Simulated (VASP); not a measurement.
VASP input:

### KPOINTS
```
K-points
0
G
 8 8 4
0 0 0
```

INCAR:
```
LWAVE=.FALSE.
IBRION=2   ! conjugate gradients
NSW=60
LASPH=.TRUE.
ALGO=Normal   ! blocked Davidson
GGA=PS   ! PBEsol
SIGMA=0.1
LCHARG=.FALSE.
NELM=100   ! most electronic steps
ISMEAR=1   ! Methfessel-Paxton
ISIF=3   ! ions, shape and volume
SYSTEM=HgSe
EDIFFG=-0.02   ! ionic stop
LREAL=.FALSE.
PREC=Accurate
EDIFF=1E-6   ! SCF stop (eV)
LMAXMIX=6
ENCUT=400
```

File POSCAR:
```
HgSe
1
    3.9447708450    -0.0000000000    -0.0000000000
   -1.9723854225     3.4162717343     0.0000000000
   -0.0000000000     0.0000000000     6.8953003602
Hg Se
2 2
Direct
  0.0000000000   0.0000000000   0.0000000000
  0.0000000000   0.0000000000   0.5000000000
  0.3333330000   0.6666670000   0.2500000000
  0.6666670000   0.3333330000   0.7500000000
```

POTCAR, in this order: Hg Se (PBE.64 set). Program: vasp_std.

Q: Translate this PBEsol calculation to Ansatz.

A: One equivalent input (not run):
Ansatz 0.2 input:
```yaml
crystal:
  lattice:
    - [3.9447708, 0.0000000, 0.0000000]
    - [-1.9723854, 3.4162717, 0.0000000]
    - [0.0000000, 0.0000000, 6.8953004]
  atoms:
    - { symbol: Hg, position: [0.0000000, 0.0000000, 0.0000000] }
    - { symbol: Hg, position: [0.0000000, 0.0000000, 0.5000000] }
    - { symbol: Se, position: [0.3333330, 0.6666670, 0.2500000] }
    - { symbol: Se, position: [0.6666670, 0.3333330, 0.7500000] }
kpoints:
  mp_grid: { grid: [8, 8, 4] }
hamiltonian:
  xc: pbesol
  pseudopotentials: { kind: paw }
scf:
  occupations: { method: methfessel_paxton, width: 0.1 }
  max_iter: 100
relax:
  max_steps: 60
  f_tol: 0.02
  cell: {}
output: { forces: true, stress: true, eigenvalues: true }
```
What does not carry over: each code has its own PAW files, so the cut-off isn't converted (ENCUT is set for VASP's; basis.ecutwfc is left out, and Ansatz then takes the one that its files recommend); Ansatz stops its SCF on the density residual and VASP on the energy change (EDIFF).

The structure was generated: HgSe was put into the NiAs type type (P6_3/mmc), which need not be its known phase. This run relaxes it. Symmetry was kept, so distortions that lower it aren't found. The start is the result of an earlier pass.
